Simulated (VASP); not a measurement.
# Lattice vibrations of MoS2

Wanted: whether MoS2 is dynamically stable, and its vibrational spectrum. The start is a cell from a database of measured crystal structures.

Calculated with VASP 6.6.1; LDA, no spin polarisation; plane waves and PAW (Mo, S).

Most raw output is cut from this account.

The database entry behind the starting cell differs from later determinations by our own check (about 0.3 % long), so it need not match the best structure at ambient conditions.

### Step 1. Set-up

It takes space group P6_3/mmc (No. 194, hexagonal). The conventional cell has a = 3.169 Å, b = 3.169 Å, c = 12.324 Å, α = 90.00°, β = 90.00°, γ = 120.00°. Nearest to Mo lie 6 S at 2.41 Å. Nearest to S lie 3 Mo at 2.41 Å. Farther neighbours and most contacts between anions are not listed.

Coordinates:

```xyz
6
Lattice="3.1690 0.0000 0.0000 -1.5845 2.7444 0.0000 0.0000 0.0000 12.3240" Properties=species:S:1:pos:R:3 pbc="T T T"
Mo    1.5845    0.9148    9.2430
Mo    0.0000    1.8296    3.0810
S     1.5845    0.9148    4.6461
S     0.0000    1.8296   10.8081
S     1.5845    0.9148    1.5159
S     0.0000    1.8296    7.6779
```

### Step 2. Relax the host

Cell and atoms are relaxed first, so that later runs start from this functional's own cell.

Input file INCAR:

```
SYSTEM = MoS2
PREC = Accurate
ENCUT = 350
EDIFF = 1E-06
NELM = 120
ISMEAR = 0
SIGMA = 0.05
LREAL = .FALSE.
ALGO = Normal
GGA = CA
NBANDS = 24
LASPH = .TRUE.
LORBIT = 11
LWAVE = .FALSE.
LCHARG = .FALSE.
KPAR = 4
IBRION = 2
NSW = 40
ISIF = 3
EDIFFG = -0.02
POTIM = 0.4
```

Input file POSCAR:

```
MoS2
1.0
    3.1690000000      0.0000000000      0.0000000000
   -1.5845000000      2.7444345046      0.0000000000
    0.0000000000      0.0000000000     12.3240000000
Mo S
2 4
Direct
    0.6666666667      0.3333333333      0.7500000000
    0.3333333333      0.6666666667      0.2500000000
    0.6666666667      0.3333333333      0.3770000000
    0.3333333333      0.6666666667      0.8770000000
    0.6666666667      0.3333333333      0.1230000000
    0.3333333333      0.6666666667      0.6230000000
```

Input file KPOINTS:

```
Automatic mesh
0
Gamma
7 7 2
0 0 0
```

PAW data sets: Mo and S (LDA family, release 64).

Command:

```bash
> mpirun -np 4 vasp_std
```

The job ended after 32 s (4 MPI ranks of Intel Xeon 6975P-C (Granite Rapids), shared host; peak memory 0.71 GiB; 1.8 min of CPU time).

This run has no spin polarisation, so a moment on Mo, if there is one, isn't seen. The gap is read on the k-mesh alone, so it is an upper bound where the band edges lie off the mesh. The data set Mo keeps the semicore shell frozen, which is cheaper and a little less accurate. The run keeps the 24 symmetry operations of its start, so it cannot find a distortion of lower symmetry.

The steps of the relaxation:

```csv
step,energy less that of the first step (eV),largest force (eV/Å),pressure (GPa),volume (Å³)
1,0.0000,0.4295,-5.55,107.18
2,0.0815,1.2323,9.17,99.68
3,-0.0614,0.1816,-0.30,104.11
4,-0.0614,0.1948,-0.18,104.05
5,-0.0675,0.0757,-0.05,103.53
6,-0.0677,0.0514,-0.02,103.42
7,-0.0684,0.0339,-0.15,103.36
8,-0.0697,0.0179,-0.53,103.20
9,-0.0693,0.1208,-1.26,102.86
10,-0.0700,0.0565,-0.81,103.07
11,-0.0701,0.0542,-0.79,103.03
12,-0.0706,0.0467,-0.72,102.90
13,-0.0713,0.0318,-0.56,102.66
14,-0.0722,0.0014,-0.25,102.17
15,-0.0712,0.0577,0.40,101.19
16,-0.0723,0.0154,-0.06,101.91
```

```csv
"conventional cell, symmetrised",before,after,change
a (Å),3.169,3.125,-1.4 %
b (Å),3.169,3.125,-1.4 %
c (Å),12.324,12.047,-2.2 %
volume (Å³/atom),17.86,16.98,-4.9 %
```

The atoms that moved most (Å, as changes of fractional coordinates times the final cell):

```csv
atom,dx,dy,dz,length
S4,0.000,0.000,0.026,0.026
S3,0.000,0.000,0.026,0.026
S6,0.000,0.000,-0.026,0.026
S5,0.000,0.000,-0.026,0.026
```

The relaxed structure:

```xyz
6
Lattice="3.1253 0.0000 0.0000 -1.5626 2.7066 0.0000 0.0000 0.0000 12.0473" Properties=species:S:1:pos:R:3 pbc="T T T"
Mo    1.5626    0.9022    9.0355
Mo    0.0000    1.8044    3.0118
S     1.5626    0.9022    4.5679
S     0.0000    1.8044   10.5916
S     1.5626    0.9022    1.4557
S     0.0000    1.8044    7.4794
```

Numbers from this step:

- electronic cycles: 118
- electrons: 36
- free energy (TOTEN): -48.98 eV
- Fermi energy: 6.570 eV
- pressure: -0.06483 GPa
- labelled metallic, from the levels on this mesh: no
- gap on the k-mesh: 0.8740 eV
- least direct gap on the k-mesh: 2.113 eV

The run ended after 16 ionic steps, 0.072 eV below its first step, once forces and stress met EDIFFG = -0.02.

### Step 3. Tight relaxation

Force constants are second derivatives, so residual forces and stress must first be far smaller than in an ordinary relaxation. Mesh differs from the relaxation before, which can move the cell too.

Input file INCAR:

```
SYSTEM = MoS2
PREC = Accurate
ENCUT = 350
EDIFF = 1E-08
NELM = 120
ISMEAR = 0
SIGMA = 0.05
LREAL = .FALSE.
ALGO = Fast
GGA = CA
NBANDS = 24
LASPH = .TRUE.
LORBIT = 11
LWAVE = .FALSE.
LCHARG = .FALSE.
KPAR = 4
IBRION = 1
NSW = 30
ISIF = 3
EDIFFG = -0.002
POTIM = 0.4
```

Input file POSCAR:

```
MoS2
1.0
    3.1252922280      0.0000000000      0.0000000000
   -1.5626461140      2.7065824637      0.0000000000
    0.0000000000      0.0000000000     12.0473289633
Mo S
2 4
Direct
    0.6666666667      0.3333333333      0.7500000000
    0.3333333333      0.6666666667      0.2500000000
    0.6666666667      0.3333333333      0.3791645179
    0.3333333333      0.6666666667      0.8791645179
    0.6666666667      0.3333333333      0.1208354821
    0.3333333333      0.6666666667      0.6208354821
```

Input file KPOINTS:

```
Automatic mesh
0
Gamma
10 10 3
0 0 0
```

Command:

```bash
> mpirun -np 4 vasp_std
```

Wall time 29 s (4 MPI ranks); peak memory 0.69 GiB.

Little changed from the start: no atom moved by 0.005 Å and no cell edge by 0.1 %.

Numbers from this step:

| Item | Value |
| --- | --- |
| electronic cycles | 73 |
| Fermi energy | 6.567 eV |
| pressure | -0.009656 GPa |
| gap on the k-mesh | 0.7645 eV |
| least direct gap on the k-mesh | 1.959 eV |

The run ended after 8 ionic steps, 0.000 eV below its first step, once forces and stress met EDIFFG = -0.002.

### Step 4. Born charges and dielectric tensor

In a polar insulator long-range dipole fields split longitudinal from transverse optical modes; these two tensors supply that term.

Input file INCAR:

```
SYSTEM = MoS2
PREC = Accurate
ENCUT = 350
EDIFF = 1E-08
NELM = 120
ISMEAR = 0
SIGMA = 0.05
LREAL = .FALSE.
ALGO = Normal
GGA = CA
NBANDS = 24
LASPH = .TRUE.
LWAVE = .FALSE.
LCHARG = .FALSE.
KPAR = 4
LEPSILON = .TRUE.
```

Input file POSCAR:

```
MoS2
1.0
    3.1225548617      0.0000000000      0.0000000000
   -1.5612774308      2.7042118349      0.0000000000
    0.0000000000      0.0000000000     12.0472075054
Mo S
2 4
Direct
    0.6666666667      0.3333333333      0.7500000000
    0.3333333333      0.6666666667      0.2500000000
    0.6666666667      0.3333333333      0.3793064925
    0.3333333333      0.6666666667      0.8793064925
    0.6666666667      0.3333333333      0.1206935075
    0.3333333333      0.6666666667      0.6206935075
```

KPOINTS is that of step 3.

Command:

```bash
> mpirun -np 4 vasp_std
```

Run time: 77 s. Hardware: 4 MPI ranks; peak memory 1.3 GiB.

Energies printed during the response cycles are not total energies of the cell. The dielectric response converges more slowly with the mesh than energies do, so tensor and charges may still move on a finer one.

Numbers from this step:

```yaml
pressure: -0.01258 GPa
gap_on_the_k_mesh: 0.7644 eV
```

Electronic dielectric tensor with local fields:

```
15.28  0.00  0.00
 0.00 15.28  0.00
 0.00  0.00  7.52
```

Born effective charge (e), principal values of the symmetric part by kind of site:

```csv
atom,atoms with these values,low,middle,high,mean
Mo1,2,-1.21,-1.21,-0.84,-1.09
S3,4,0.42,0.61,0.61,0.54
```

In full for Mo1:

```
-1.21  0.00  0.00
 0.00 -1.21  0.00
 0.00  0.00 -0.84
```

### Step 5. Force constants in the supercell

System of this step: MoS2. The cell holds 54 atoms: 18 Mo and 36 S. Cell: a = 9.368 Å, b = 9.368 Å, c = 12.047 Å, α = 90.0°, β = 90.0°, γ = 120.0°. It derives from MoS2.

Each independent atom is moved by 0.015 Å both ways; the forces give the force constants out to half the supercell.

Input file INCAR:

```
SYSTEM = MoS2
PREC = Accurate
ENCUT = 350
EDIFF = 1E-07
NELM = 120
ISMEAR = 0
SIGMA = 0.05
LREAL = Auto
ALGO = Fast
GGA = CA
NBANDS = 200
LASPH = .TRUE.
LWAVE = .FALSE.
LCHARG = .FALSE.
KPAR = 4
IBRION = 6
NSW = 1
NFREE = 2
POTIM = 0.015
ISIF = 0
ADDGRID = .TRUE.
```

Input file POSCAR:

```
MoS2
1.0
    9.3676645851      0.0000000000      0.0000000000
   -4.6838322924      8.1126355047      0.0000000000
    0.0000000000      0.0000000000     12.0472075054
Mo S
18 36
Direct
    0.2222222222      0.1111111111      0.7500000000
    0.2222222222      0.4444444444      0.7500000000
    0.2222222222      0.7777777778      0.7500000000
    0.5555555556      0.1111111111      0.7500000000
    0.5555555556      0.4444444444      0.7500000000
    0.5555555556      0.7777777778      0.7500000000
    0.8888888889      0.1111111111      0.7500000000
    0.8888888889      0.4444444444      0.7500000000
    0.8888888889      0.7777777778      0.7500000000
    0.1111111111      0.2222222222      0.2500000000
    0.1111111111      0.5555555556      0.2500000000
    0.1111111111      0.8888888889      0.2500000000
    0.4444444444      0.2222222222      0.2500000000
    0.4444444444      0.5555555556      0.2500000000
    0.4444444444      0.8888888889      0.2500000000
    0.7777777778      0.2222222222      0.2500000000
    0.7777777778      0.5555555556      0.2500000000
    0.7777777778      0.8888888889      0.2500000000
    0.2222222222      0.1111111111      0.3793064925
    0.2222222222      0.4444444444      0.3793064925
    0.2222222222      0.7777777778      0.3793064925
    0.5555555556      0.1111111111      0.3793064925
    0.5555555556      0.4444444444      0.3793064925
    0.5555555556      0.7777777778      0.3793064925
    0.8888888889      0.1111111111      0.3793064925
    0.8888888889      0.4444444444      0.3793064925
    0.8888888889      0.7777777778      0.3793064925
    0.1111111111      0.2222222222      0.8793064925
    0.1111111111      0.5555555556      0.8793064925
    0.1111111111      0.8888888889      0.8793064925
    0.4444444444      0.2222222222      0.8793064925
    0.4444444444      0.5555555556      0.8793064925
    0.4444444444      0.8888888889      0.8793064925
    0.7777777778      0.2222222222      0.8793064925
    0.7777777778      0.5555555556      0.8793064925
    0.7777777778      0.8888888889      0.8793064925
    0.2222222222      0.1111111111      0.1206935075
    0.2222222222      0.4444444444      0.1206935075
    0.2222222222      0.7777777778      0.1206935075
    0.5555555556      0.1111111111      0.1206935075
    0.5555555556      0.4444444444      0.1206935075
    0.5555555556      0.7777777778      0.1206935075
    0.8888888889      0.1111111111      0.1206935075
    0.8888888889      0.4444444444      0.1206935075
    0.8888888889      0.7777777778      0.1206935075
    0.1111111111      0.2222222222      0.6206935075
    0.1111111111      0.5555555556      0.6206935075
    0.1111111111      0.8888888889      0.6206935075
    0.4444444444      0.2222222222      0.6206935075
    0.4444444444      0.5555555556      0.6206935075
    0.4444444444      0.8888888889      0.6206935075
    0.7777777778      0.2222222222      0.6206935075
    0.7777777778      0.5555555556      0.6206935075
    0.7777777778      0.8888888889      0.6206935075
```

Input file KPOINTS:

```
Automatic mesh
0
Gamma
2 2 2
0 0 0
```

Command:

```bash
> mpirun -np 4 vasp_std
```

The job ended after 20 min (4 MPI ranks; peak memory 5.7 GiB).

The last energy, forces, stress and levels in OUTCAR belong to the last displaced cell, not to the cell of POSCAR.

Numbers from this step:

```
electrons          : 324
lowest frequency   : 4.66e-6 cm⁻¹
highest frequency  : 478.2 cm⁻¹
dynamically stable : yes
zero point energy  : 56.14 meV/atom
heat capacity 300  : 20.70 J/K/mol of atoms
entropy 300        : 20.37 J/K/mol of atoms
```

With the long-range dipole term. The phonon branches at the labelled points (cm⁻¹):

```csv
point,branch 1,branch 2,branch 3,branch 4,branch 15,branch 16,branch 17,branch 18
Γ,0,0,0,39,415,420,474,478
0.47 of the way,96,98,107,114,420,425,437,439
M,162,166,170,181,401,401,419,419
0.47 of the way,175,179,180,184,394,395,414,414
K,187,187,188,188,390,393,407,407
0.47 of the way,124,131,142,148,417,418,418,422
Γ,0,0,0,39,415,420,474,478
0.47 of the way,14,14,21,37,416,419,477,478
A,28,28,28,28,418,418,477,477
0.53 of the way,111,111,122,122,423,423,429,429
L,164,164,175,175,401,401,419,419
0.47 of the way,178,178,180,180,395,395,414,414
H,185,185,191,191,392,392,407,407
0.47 of the way,127,127,145,145,417,417,421,421
A,28,28,28,28,418,418,477,477
jump to L,164,164,175,175,401,401,419,419
0.47 of the way,163,165,172,179,401,401,419,419
M,162,166,170,181,401,401,419,419
jump to K,187,187,188,188,390,393,407,407
0.53 of the way,185,185,190,190,391,393,407,407
H,185,185,191,191,392,392,407,407
```

The phonon density of states has structure finer than the step of the table below, so its rows give means over 20 cm⁻¹, whole bins alone (the curve runs from -16.1 to 504 cm⁻¹). Peaks (cm⁻¹: height): 177.4: 0.0715, 230.8: 0.0757, 316.2: 0.0761, 341.5: 0.136, 362.9: 0.113, 386.9: 0.197, 420.2: 0.183.

Table of phonon density of states by frequency; means over each step:

```csv
frequency (cm⁻¹),phonon density of states (states/cm⁻¹/cell)
0,4.2e-5
20,0.00117
40,0.00502
60,0.0115
80,0.0148
100,0.0179
120,0.0232
140,0.0317
160,0.0550
180,0.0637
200,0.0147
220,0.0362
240,0.0251
260,0
280,6.3e-4
300,0.0431
320,0.0629
340,0.0947
360,0.0750
380,0.112
400,0.0769
420,0.110
440,0.0127
460,0.00983
480,0.00274
```

Heat capacity at constant volume against temperature:

temperature (K), heat capacity at constant volume (J/K/mol of atoms) and a bar:
```
        0        0.0 
       25        0.5 #
       50        2.3 ###
       75        4.8 ######
      100        7.8 ##########
      125       10.7 #############
      150       13.2 ################
      200       16.8 #####################
      225       18.2 ######################
      250       19.2 #######################
      275       20.0 #########################
      300       20.7 #########################
      325       21.3 ##########################
      350       21.7 ###########################
      375       22.1 ###########################
      400       22.4 ###########################
      425       22.7 ############################
      450       22.9 ############################
      475       23.1 ############################
      525       23.4 #############################
      550       23.5 #############################
      575       23.7 #############################
      600       23.8 #############################
      625       23.8 #############################
      650       23.9 #############################
      675       24.0 #############################
      700       24.1 #############################
      725       24.1 ##############################
      750       24.2 ##############################
      775       24.2 ##############################
      800       24.3 ##############################
      850       24.3 ##############################
      875       24.4 ##############################
      900       24.4 ##############################
      925       24.4 ##############################
      950       24.5 ##############################
      975       24.5 ##############################
     1000       24.5 ##############################
```

The vibrational entropy by temperature:

temperature (K), vibrational entropy (J/K/mol of atoms) and a bar:
```
        0        0.0 
       25        0.2 
       75        2.4 #
      100        4.2 ###
      150        8.4 #####
      175       10.6 #######
      200       12.7 ########
      250       16.7 ##########
      275       18.6 ############
      300       20.4 #############
      350       23.6 ###############
      375       25.2 ################
      425       28.0 #################
      450       29.3 ##################
      475       30.5 ###################
      525       32.8 ####################
      550       33.9 #####################
      575       35.0 ######################
      625       37.0 #######################
      650       37.9 ########################
      700       39.7 #########################
      725       40.5 #########################
      750       41.3 ##########################
      800       42.9 ###########################
      825       43.6 ###########################
      850       44.4 ############################
      900       45.8 ############################
      925       46.4 #############################
      975       47.7 ##############################
     1000       48.3 ##############################
```

### Step 6. What came out

```
highest frequency : 478 cm⁻¹
lowest frequency  : 4.7e-6 cm⁻¹
zero point energy : 56.1 meV/atom
heat capacity 300 : 20.7 J/K/mol of atoms
entropy 300       : 20.4 J/K/mol of atoms
```

What this shows: The spectrum reaches 478 cm⁻¹, and its lowest point lies at 0 cm⁻¹. No mode is imaginary, so the structure is a local minimum as far as this supercell can tell. Frequencies between the wave vectors that fit the supercell are interpolated.

[Lines on the potential files, build, host, timing and source positions are cut from VASP's logs without a mark.]

[Logs are printed without paths, hosts, clocks, repeated set-up lines and the standing remarks that a program may print on its own settings, such as how far it seeks lower states.]

[Hosts, paths, dates, database ids (printed as entryN), source tags and the programs' standing remarks are cut or masked in the printed files.]

[Runs that stopped without an error message from VASP are left out.]
